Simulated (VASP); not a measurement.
Level of theory: PBE GGA with D3 dispersion (Becke-Johnson damping), VASP's PBE PAW potentials (set 64) (plane waves; VASP).

VASP ran on this input.

File POSCAR:
```
Ag
1
    0.0000000000     2.0744501421     2.0744501421
    2.0744501421     0.0000000000     2.0744501421
    2.0744501421     2.0744501421     0.0000000000
Ag
1
Direct
  0.0000000000   0.0000000000   0.0000000000
```

INCAR:
```
NELM  =  100
ALGO  =  Normal   ! blocked Davidson
ISMEAR  =  1   ! Methfessel-Paxton
EDIFF  =  1E-7   ! SCF stop (eV)
SYSTEM  =  Ag
IVDW  =  12   ! D3, Becke-Johnson
SIGMA  =  0.1   ! width (eV)
LCHARG  =  .False.
LMAXMIX  =  4
LREAL  =  .False.   ! projection in real space or not
ISIF  =  2
ENCUT  =  520   ! plane-wave cut-off (eV)
LWAVE  =  .False.
GGA  =  PE
PREC  =  Accurate
LASPH  =  .True.   ! aspherical one-centre terms
```

KPOINTS:
```
Automatic mesh
0
Gamma
15 15 15
0 0 0
```

POTCAR, in this order: Ag (PBE.64 set). Program: vasp_std.

Task: Estimate the energy per atom (σ→0), dispersion energy, pressure, band gap (on the k-mesh).

Result: 
```
Property                                                    Result
------------------------  ----------------------------------------
energy per atom (σ→0)                               -3.275 eV/atom
dispersion energy                                        -0.562 eV
band gap (on the k-mesh)  none (metal, semimetal or under 0.01 eV)
pressure                                                 -5.47 GPa
```

**OSZICAR**
```
...
DAV:   6    -0.272215036237E+01    0.23463E+00   -0.11537E+00  2200   0.116E+01    0.308E+00
DAV:   7    -0.271563985715E+01    0.65105E-02   -0.81083E-03  2355   0.101E+00    0.176E+00
DAV:   8    -0.271312444601E+01    0.25154E-02   -0.69536E-04  2247   0.268E-01    0.622E-02
DAV:   9    -0.271313348232E+01   -0.90363E-05   -0.72803E-06  2559   0.263E-02    0.138E-02
DAV:  10    -0.271313995149E+01   -0.64692E-05   -0.39530E-06  2354   0.252E-02    0.369E-03
DAV:  11    -0.271313968095E+01    0.27054E-06   -0.75866E-08  1795   0.295E-03    0.435E-04
DAV:  12    -0.271313963480E+01    0.46157E-07   -0.57090E-09  1106   0.858E-04
   1 F= -.32747364E+01 E0= -.32745862E+01  d E =-.450708E-03
```

The compound is Ag in the fcc structure. This cell is one point of a volume scan, at 1.06 of the reference volume.
